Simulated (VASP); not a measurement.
Set up this calculation in VASP 6.6.1, as the native input.

* Task: relaxation of cell and atoms
* Functional: PBE
* Potentials or basis: VASP PAW PBE potentials, release 64 (Ga_d, Ge_d, Se)
* Cutoff: 520 eV
* k mesh: 4 × 4 × 2
* Occupations: gaussian, width 0.15 eV
* Spin: no spin polarisation
* Further INCAR settings: PREC = Normal; ALGO = Fast; EDIFF = 0.0001; IBRION = 2; EDIFFG = -0.08; NSW = 24; ISIF = 3

The structure of Ga2GeSe2 lies in POSCAR:

```
Ga2GeSe2
1.0
    4.5971263200      0.0000000000      0.0000000000
   -2.2985631600      3.9812281800      0.0000000000
    0.0000000000      0.0000000000      6.9837170000
Ga Ge Se
2 1 2
Direct
    0.0000000000      0.0000000000      0.2820569000
    0.0000000000      0.0000000000      0.7179431000
    0.0000000000      0.0000000000      0.0000000000
    0.3333333300      0.6666666700      0.5000000000
    0.6666666700      0.3333333300      0.5000000000
```

The cell was built by a generator and needn't be a form met in nature.

The input as run:

INCAR

```
PREC     = Normal         # precision mode
ENCUT    = 520            # plane-wave cutoff, eV
EDIFF    = 1E-4           # SCF threshold, eV
ISMEAR   = 0              # smearing method
SIGMA    = 0.15           # smearing width, eV
LREAL    = False          # projectors in reciprocal space
LASPH    = True           # aspherical terms in the spheres
NELM     = 60             # most SCF steps
ALGO     = Fast           # electronic algorithm
ISIF     = 3              # what is computed and relaxed
LWAVE    = False          # write WAVECAR
LCHARG   = False          # write CHGCAR
GGA      = PE             # functional
IBRION   = 2              # ionic algorithm
NSW      = 24             # ionic steps
EDIFFG   = -0.08          # ionic threshold
```

KPOINTS

```
Automatic mesh
0
Gamma
  4 4 2
```

Potentials or basis: VASP PAW PBE potentials, release 64 (Ga_d, Ge_d, Se).

The run is started by

```bash
$ cat potpaw_PBE.64/Ga_d/POTCAR potpaw_PBE.64/Ge_d/POTCAR potpaw_PBE.64/Se/POTCAR > POTCAR
$ mpirun -np 1 vasp_std > vasp.out
```

Results of the run:

```yaml
Relaxed_volume: 31.16 Å³/atom
Relaxed_cell: a = 4.786 Å, b = 4.786 Å, c = 7.853 Å, α = 90.00°, β = 90.00°, γ = 120.00°
Space_group_after_relaxing_to_0.05_Å: P6/mmm (No. 191)
Energy_gained_by_relaxing: 583.8 meV/atom
Ionic_steps: 13
Pressure_after_relaxing: 0.2 GPa
Largest_force_after_relaxing: 0.049 eV/Å
Band_gap_on_the_k_mesh: none (metal or under the smearing width)
```

Caveat: the k mesh is coarse (spacing up to 0.45 Å⁻¹), so the values aren't converged; the volume moved by over 15 % at a fixed basis, so the end points are rough; the relaxation stopped at a loose force limit of 0.08 eV/Å, so its end isn't a converged minimum.

It took 2.8 min on 1 thread of Intel(R) Xeon(R) Platinum 8488C (Sapphire Rapids) (shared host), peak memory 0.19 GiB.
